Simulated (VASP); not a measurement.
Computed with PBE GGA, VASP's PBE PAW potentials (set 64) (plane waves; VASP 6.6.1).

VASP ran on this input.

### KPOINTS
```
Automatic mesh
0
Gamma
10 10 10
0 0 0
```

### INCAR
```
ALGO = Normal
EDIFF = 1E-6
ENCUT = 400
GGA = PE
ISIF = 2
ISMEAR = 1
LASPH = .True.
LCHARG = .False.
LMAXMIX = 6
LREAL = .False.
LWAVE = .False.
NELM = 100
PREC = Accurate
SIGMA = 0.1
SYSTEM = Eu
```

**POSCAR**
```
Eu
1
   -2.3358000000     2.3358000000     2.3358000000
    2.3358000000    -2.3358000000     2.3358000000
    2.3358000000     2.3358000000    -2.3358000000
Eu
1
Direct
  0.0000000000   0.0000000000   0.0000000000
```

POTCAR, in this order: Eu_2 (PBE.64 set). Program: vasp_std.

The 4f electrons are frozen in the core of the lanthanide potential, so 4f levels, which can set the real gap, and their magnetism are missing.

**Question.** What does the run give for the energy per atom (σ→0), pressure, band gap (on the k-mesh)?

**Answer.** 
```json
{
 "energy per atom (σ→0)": "-1.826 eV/atom",
 "band gap (on the k-mesh)": "none (metal, semimetal or under 0.01 eV)",
 "pressure": "-1.48 GPa"
}
```

**OSZICAR**
```
...
DAV:   4    -0.180916583287E+01   -0.17203E-02   -0.17192E-02  1216   0.143E+00
DAV:   5    -0.180916983542E+01   -0.40025E-05   -0.40024E-05  1040   0.460E-02    0.607E+00
DAV:   6    -0.182010687485E+01   -0.10937E-01   -0.15178E-03  1224   0.386E-01    0.362E+00
DAV:   7    -0.182622308593E+01   -0.61162E-02   -0.37563E-03  1136   0.587E-01    0.560E-02
DAV:   8    -0.182626918367E+01   -0.46098E-04   -0.11725E-04  1232   0.910E-02    0.130E-02
DAV:   9    -0.182627591431E+01   -0.67306E-05   -0.65587E-06  1176   0.201E-02    0.514E-03
DAV:  10    -0.182627563150E+01    0.28281E-06   -0.18262E-06  1144   0.107E-02
   1 F= -.18262756E+01 E0= -.18261053E+01  d E =-.510930E-03
```

The compound is Eu in the bcc structure. The cell was not relaxed at this level.
